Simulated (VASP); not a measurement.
Input for VASP

### KPOINTS
```
Automatic mesh
0
Gamma
5 5 5
0 0 0
```

POSCAR:
```
GeF4
1
   -2.6560000000     2.6560000000     2.6560000000
    2.6560000000    -2.6560000000     2.6560000000
    2.6560000000     2.6560000000    -2.6560000000
Ge F
1 4
Direct
  0.0000000000   0.0000000000   0.0000000000
  0.0000000000   0.6305800000   0.0000000000
  0.3694200000   0.3694200000   0.3694200000
  0.6305800000   0.0000000000   0.0000000000
  0.0000000000   0.0000000000   0.6305800000
```

### INCAR
```
SYSTEM = GeF4
PREC = Accurate; ENCUT = 520; LREAL = .FALSE.
LASPH = .TRUE.
EDIFF = 1E-4; NELM = 100; ALGO = Normal
LMAXMIX = 4
ISMEAR = 0; SIGMA = 0.05
GGA = PE
ISIF = 2
LWAVE = .FALSE.; LCHARG = .FALSE.
```

POTCAR, in this order: Ge_d F (PBE.64 set). Program: vasp_std.

Translate this PBE calculation to Quantum ESPRESSO's pw.x.

One equivalent input (not run):
```
&CONTROL
  calculation = 'scf'
  pseudo_dir = './pseudo'
  outdir = './out'
  tprnfor = .true.
  tstress = .true.
/
&SYSTEM
  ibrav = 0
  nat = 5
  ntyp = 2
  ecutwfc = 84
  occupations = 'smearing'
  smearing = 'gaussian'
  degauss = 0.003675
  input_dft = 'pbe'
/
&ELECTRONS
  conv_thr = 7.3e-06
  electron_maxstep = 100
/
ATOMIC_SPECIES
  Ge 72.630 Ge.upf
  F 18.998 F.upf
CELL_PARAMETERS angstrom
    -2.6560000    2.6560000    2.6560000
     2.6560000   -2.6560000    2.6560000
     2.6560000    2.6560000   -2.6560000
ATOMIC_POSITIONS crystal
  Ge   0.0000000  0.0000000  0.0000000
  F    0.0000000  0.6305800  0.0000000
  F    0.3694200  0.3694200  0.3694200
  F    0.6305800  0.0000000  0.0000000
  F    0.0000000  0.0000000  0.6305800
K_POINTS automatic
  5 5 5 0 0 0
```
The two are equivalent in intent, not identical: the potentials are each code's own (VASP's PAW set, PseudoDojo norm-conserving files in pw.x), so ENCUT and ecutwfc are chosen apart and not converted; conv_thr bounds pw.x's estimated SCF error, while EDIFF bounds the energy change between steps.

The structure comes from a computed database's GeF4 entry (I-43m); how it stands against other phases isn't given here. The cell was not relaxed at this level. The run is one of a series of settings (EDIFF = 1E-4 against the base run), some of them coarse on purpose.
